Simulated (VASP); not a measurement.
Output of a VASP run:

File OSZICAR:
```
       N       E                     dE             d eps       ncg     rms          rms(c)
DAV:   1     0.261649476960E+01    0.26165E+01   -0.13568E+03  1008   0.479E+02
DAV:   2    -0.464194802984E+00   -0.30807E+01   -0.29596E+01  1386   0.298E+01
DAV:   3    -0.484250255350E+00   -0.20055E-01   -0.19993E-01  1452   0.333E+00
DAV:   4    -0.484309915524E+00   -0.59660E-04   -0.59660E-04  1392   0.150E-01
DAV:   5    -0.484310262327E+00   -0.34680E-06   -0.34691E-06  1410   0.864E-03    0.894E-01
DAV:   6    -0.489168761921E+00   -0.48585E-02   -0.19756E-03  1266   0.425E-01    0.583E-01
DAV:   7    -0.491972756119E+00   -0.28040E-02   -0.63612E-03  1116   0.837E-01    0.373E-02
DAV:   8    -0.491984242738E+00   -0.11487E-04   -0.26694E-05  1572   0.475E-02    0.833E-03
DAV:   9    -0.491986380924E+00   -0.21382E-05   -0.25682E-06  1236   0.173E-02    0.125E-03
DAV:  10    -0.491986465610E+00   -0.84686E-07   -0.92968E-08  1254   0.296E-03
   1 F= -.49198647E+00 E0= -.49121906E+00  d E =-.491986E+00
       N       E                     dE             d eps       ncg     rms          rms(c)
DAV:   1    -0.492613104993E+00   -0.62672E-03   -0.16907E-03  1404   0.221E-01    0.134E-02
DAV:   2    -0.492615042745E+00   -0.19378E-05   -0.88954E-06  1200   0.228E-02    0.875E-03
DAV:   3    -0.492615855227E+00   -0.81248E-06   -0.17663E-06  1260   0.112E-02    0.256E-04
DAV:   4    -0.492615867060E+00   -0.11834E-07   -0.80008E-09   858   0.786E-04
   2 F= -.49261587E+00 E0= -.49188434E+00  d E =-.629401E-03
       N       E                     dE             d eps       ncg     rms          rms(c)
DAV:   1    -0.493014731322E+00   -0.39888E-03   -0.42973E-03  1392   0.350E-01    0.214E-02
DAV:   2    -0.493019648180E+00   -0.49169E-05   -0.22894E-05  1182   0.363E-02    0.140E-02
DAV:   3    -0.493021714199E+00   -0.20660E-05   -0.43685E-06  1242   0.176E-02    0.382E-04
DAV:   4    -0.493021732721E+00   -0.18522E-07   -0.18695E-08  1014   0.121E-03
   3 F= -.49302173E+00 E0= -.49247028E+00  d E =-.103527E-02
```

File OUTCAR:
```
------------------------ aborting loop because EDIFF is reached ----------------------------------------
  FORCE on cell =-STRESS in cart. coord.  units (eV):
  Direction    XX          YY          ZZ          XY          YZ          ZX
  --------------------------------------------------------------------------------------
  Total        0.0055580      0.0055580      0.0215904      0.0000000      0.0000000      0.0000000
  in kB        0.1969767      0.1969768      0.7651619      0.0000000      0.0000000      0.0000000
  external PRESSURE =       0.3863718 kB  Pullay stress =       0.0000000 kB
  volume of cell :       45.21
      direct lattice vectors                 reciprocal lattice vectors
     1.592886416 -2.758960648  0.000000000     0.313895577 -0.181227666 -0.000000000
     1.592886416  2.758960648 -0.000000000     0.313895577  0.181227666 -0.000000000
     0.000000000 -0.000000000  5.143475132     0.000000000  0.000000000  0.194421082
 POSITION                                       TOTAL-FORCE (eV/Angst)
 -----------------------------------------------------------------------------------
      1.59289      0.91966      1.28587         0.000000      0.000000      0.000000
      1.59289     -0.91966      3.85761        -0.000000     -0.000000      0.000000
 -----------------------------------------------------------------------------------
    total drift:                                0.000000     -0.000006      0.000001
  FREE ENERGIE OF THE ION-ELECTRON SYSTEM (eV)
  ---------------------------------------------------
  free  energy   TOTEN  =        -0.4930217327 eV

  energy  without entropy=       -0.4913673843  energy(sigma->0) =       -0.49247028

 reached required accuracy - stopping structural energy minimisation
```
(Selected blocks of OUTCAR.)

File POSCAR:
```
Mg
1
    1.6001748638    -2.7715846148     0.0000000000
    1.6001748638     2.7715846148     0.0000000000
    0.0000000000     0.0000000000     5.0967270167
Mg
2
Direct
  0.3333330000   0.6666670000   0.2500000000
  0.6666670000   0.3333330000   0.7500000000
```

Write an INCAR and KPOINTS that could have produced this output.

Several could match; the one computed here: the input of the run itself, rev-vdW-DF2, plane waves, VASP's PBE PAW potentials (set 64).

### KPOINTS
```
Regular mesh
0
G
 13 13 7
```

**INCAR**
```
ALGO = Normal
EDIFFG = -0.01   ! ionic stop
ZAB_VDW = -1.8867
SIGMA = 0.1   ! width (eV)
EDIFF = 1E-7   ! SCF stop (eV)
GGA = MK
NSW = 30   ! most ionic steps
LUSE_VDW = .TRUE.
LREAL = .FALSE.   ! projection in real space or not
PARAM1 = 0.1234568
LWAVE = .FALSE.
ISMEAR = 1
SYSTEM = Mg
ENCUT = 520   ! plane-wave cut-off (eV)
ISIF = 4
AGGAC = 0.0
PREC = Accurate
LASPH = .TRUE.
NELM = 100
IBRION = 2
PARAM2 = 0.7114
LCHARG = .FALSE.
```

POTCAR, in this order: Mg (PBE.64 set). Program: vasp_std.

The compound is Mg in the hcp structure. This run relaxes it. Symmetry was kept, so distortions that lower it aren't found.
